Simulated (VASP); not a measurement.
Energy against volume of HgTe (zinc blende). Calculation: rev-vdW-DF2, VASP's PBE PAW potentials (set 64) (plane waves; VASP 6.6.1).

| V (Å³/atom) | E (eV/atom) |
|---|---|
| 33.717 | 0.26996 |
| 34.793 | 0.25670 |
| 35.869 | 0.25261 |
| 36.945 | 0.25611 |
| 38.021 | 0.26594 |

### Question
Fit a third-order Birch-Murnaghan equation of state.

### Answer

```yaml
volume_per_atom: 35.88 Å^3/atom
bulk_modulus: 37.6 GPa
pressure_derivative_of_the_bulk_modulus: 5.20
lattice_constant_a: 6.596 Å
```

Measured: bulk modulus 42.3 GPa (computed value off by -11.1 %), as given by Cormac Toher et al., Physical Review Materials (2017), arXiv:1611.05714; a 6.460 Å (computed value off by +2.1 %), as given by R. J. Cava et al., Journal of Materials Chemistry C (2013), arXiv:1302.1059. The calculation is for a static lattice, while the measured bulk modulus, a hold thermal and zero-point effects, which are part of the difference.

The compound is HgTe in the zinc blende structure. It was relaxed first, which changed the volume by +6 %.
